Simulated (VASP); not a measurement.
# Pt (relaxed from the bcc structure, space group Im-3m): computed properties

Calculation: r2SCAN meta-GGA, VASP's PBE PAW potentials (set 64) (plane waves; VASP).

```yaml
space_group: Im-3m (229)
cell: a = b = c = 3.141 Å, α = β = γ = 90.00°
volume_per_atom: 15.50 Å³/atom
band gap (over mesh and band path): none (metal, semimetal or under 0.01 eV)
density: 20.90 g/cm³
```

```
Pt
1.0
   -1.57056     1.57056     1.57056
    1.57056    -1.57056     1.57056
    1.57056     1.57056    -1.57056
Pt
1
Direct
  0.00000   0.00000   0.00000
```

Unless said otherwise, spin-orbit coupling is left out, though it shifts the bands of the heavy elements here.

The structure was generated: Pt was put into the bcc type (Im-3m), which need not be its known phase. It was relaxed first. Symmetry was kept, so distortions that lower it aren't found.
